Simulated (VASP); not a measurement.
Input:

```
BeTe
1.0
    3.36581     0.00000     0.00000
    0.00000     3.36581     0.00000
    0.00000     0.00000     3.36581
Be Te
1 1
Direct
  0.00000   0.00000   0.00000
  0.50000   0.50000   0.50000
```

Method: r2SCAN meta-GGA, VASP's PBE PAW potentials (set 64) (plane waves; VASP). Run with 400 eV cut-off, 12×12×12 Γ-centred mesh, tetrahedra with Blöchl corrections, potentials Be Te.

**Question.** Give the energies of bands 2 to 7 at the high-symmetry points, in eV from the Fermi level.

**Answer.** 
```
band      Γ      X      M      R
----  -----  -----  -----  -----
2     -1.31  -8.09  -6.21  -3.98
3     -1.31   0.84  -6.21  -3.98
4     -1.31   0.84  -2.53  -3.98
5      0.92   3.38   2.19  -0.60
6      4.43   4.07   5.63  -0.60
7      4.43   4.07   6.74  -0.60
```

It has no gap at this level: it comes out as a metal or semimetal.

The structure was generated: BeTe was put into the CsCl type (Pm-3m), which need not be its known phase. It was relaxed first, which changed the volume by +33 %.
